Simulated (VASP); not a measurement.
The system is BaFeO2.

```
Ba Fe O
1.0
     3.85943    0.00000    0.00000
    -1.92971    3.34236    0.00000
     0.00000    0.00000    5.48778
Ba Fe O
1 1 2
Direct
  0.00000 0.00000 0.00000
  0.00000 0.00000 0.50000
  0.33333 0.66667 0.00000
  0.66667 0.33333 0.00000
```

The cell was built by a generator and needn't be a form met in nature.

* Program: VASP 6.6.1
* Task: relaxation of cell and atoms
* Functional: PBE
* Potentials or basis: VASP PAW PBE potentials, release 64 (Ba_sv, Fe, O)
* Cutoff: 520 eV
* k mesh: 5 × 5 × 3
* Occupations: gaussian, width 0.15 eV
* Spin: collinear spin, ferromagnetic start
* Starting moments: [0.0, 3.0, 0.0, 0.0] μB

At the start: pressure 30.1 GPa; volume 17.70 Å³/atom.

Problem. How do energy, volume and symmetry change on relaxing?

Solution. Over 15 steps the energy falls by 639.2 meV/atom and the volume is 27.03 Å³/atom (+52.7 %); space group P6/mmm (No. 191, to 0.05 Å); moment 4.07 μB per cell.

Step by step:
```tsv
step	energy change (eV)	largest force (eV/Å)	pressure (GPa)	volume (Å³)
1	0.0000	0.0000	30.12	70.79
2	-0.3222	0.0000	-4.85	110.14
3	-0.4357	0.0000	8.03	86.24
4	-0.8314	0.0000	-5.12	97.22
5	-1.9893	0.0000	5.82	91.25
6	-2.0483	0.0000	3.02	94.20
7	-2.0630	0.0000	3.30	95.47
8	-2.0726	0.0000	1.79	96.34
9	-2.4757	0.0000	0.93	102.34
10	-2.4981	0.0000	0.53	103.23
11	-2.5324	0.0000	-0.16	105.03
12	-2.5566	0.0000	-0.42	108.62
13	-2.5568	0.0000	-0.79	108.38
14	-2.5508	0.0000	0.10	106.71
15	-2.5567	0.0000	-0.17	108.13
```

Final structure:
```
Ba Fe O
1.0
     4.38789    0.00000    0.00000
    -2.19394    3.80002    0.00000
     0.00000    0.00000    6.48467
Ba Fe O
1 1 2
Direct
  0.00000 0.00000 0.00000
  0.00000 0.00000 0.50000
  0.33333 0.66667 0.00000
  0.66667 0.33333 0.00000
```

Caveat: the k mesh is coarse (spacing up to 0.38 Å⁻¹), so the values aren't converged; the volume moved by over 15 % at a fixed basis, so the end points are rough; a cell with one magnetic atom can't hold antiferromagnetic order, which such compounds often take; the relaxation stopped at a loose force limit of 0.08 eV/Å, so its end isn't a converged minimum.
